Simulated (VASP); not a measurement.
OSZICAR of a VASP run on Be (hcp):

OSZICAR:
```
       N       E                     dE             d eps       ncg     rms          rms(c)
DAV:   1    -0.206515304194E+01   -0.20652E+01   -0.17864E+03  1824   0.545E+02
DAV:   2    -0.744265630652E+01   -0.53775E+01   -0.50145E+01  2742   0.639E+01
DAV:   3    -0.747648083828E+01   -0.33825E-01   -0.33821E-01  2364   0.482E+00
DAV:   4    -0.747651954820E+01   -0.38710E-04   -0.38710E-04  2694   0.153E-01
DAV:   5    -0.747651959082E+01   -0.42617E-07   -0.42351E-07  2334   0.260E-03    0.119E+00
DAV:   6    -0.744463527492E+01    0.31884E-01   -0.27928E-03  2070   0.837E-01    0.728E-01
DAV:   7    -0.743212649664E+01    0.12509E-01   -0.39205E-03  1860   0.112E+00    0.201E-02
DAV:   8    -0.743213124452E+01   -0.47479E-05   -0.61162E-06  2982   0.344E-02    0.135E-02
DAV:   9    -0.743212474224E+01    0.65023E-05   -0.37496E-06  2070   0.225E-02    0.955E-04
DAV:  10    -0.743212423022E+01    0.51202E-06   -0.13713E-08  1512   0.141E-03
   1 F= -.74321242E+01 E0= -.74320762E+01  d E =-.743212E+01
       N       E                     dE             d eps       ncg     rms          rms(c)
DAV:   1    -0.743611652312E+01   -0.39918E-02   -0.13437E-02  1956   0.149E+00    0.464E-02
DAV:   2    -0.743609599796E+01    0.20525E-04   -0.22730E-05  2856   0.605E-02    0.297E-02
DAV:   3    -0.743609607476E+01   -0.76804E-07   -0.23544E-05  1944   0.813E-02    0.172E-03
DAV:   4    -0.743609493821E+01    0.11365E-05   -0.85966E-08  1668   0.435E-03    0.849E-04
DAV:   5    -0.743609427986E+01    0.65835E-06   -0.71623E-08  1044   0.385E-03
   2 F= -.74360943E+01 E0= -.74360402E+01  d E =-.397005E-02
       N       E                     dE             d eps       ncg     rms          rms(c)
DAV:   1    -0.743618711975E+01   -0.92182E-04   -0.38744E-04  1968   0.254E-01    0.794E-03
DAV:   2    -0.743618730997E+01   -0.19022E-06   -0.65319E-07  2838   0.102E-02
   3 F= -.74361873E+01 E0= -.74361321E+01  d E =-.406308E-02
       N       E                     dE             d eps       ncg     rms          rms(c)
DAV:   1    -0.743618800486E+01   -0.88511E-06   -0.11743E-05  1962   0.478E-02    0.980E-04
DAV:   2    -0.743618808572E+01   -0.80861E-07   -0.11482E-08  1146   0.119E-03
   4 F= -.74361881E+01 E0= -.74361327E+01  d E =-.406386E-02
       N       E                     dE             d eps       ncg     rms          rms(c)
DAV:   1    -0.743620819860E+01   -0.20194E-04   -0.21692E-04  2256   0.987E-02    0.546E-03
DAV:   2    -0.743620807970E+01    0.11890E-06   -0.93827E-07  2184   0.938E-03
   5 F= -.74362081E+01 E0= -.74361489E+01  d E =-.199940E-04
```

Task: Which electronic solver shows in the log?

Result: It is blocked Davidson (ALGO = Normal, or the opening steps of other solvers). The INCAR had ALGO = Normal.

Task: Can the final energy be trusted as converged?

Result: The run converged. It stopped with EDIFF = 1E-6, NELM = 100, NSW = 60 and EDIFFG = -0.01 after 5 ionic steps (PW91 GGA, plane waves, VASP's PBE PAW potentials (set 64)). Energy and stress use the plane-wave basis of the starting cell.

The compound is Be in the hcp structure. This run relaxes it. Symmetry was kept, so distortions that lower it aren't found.
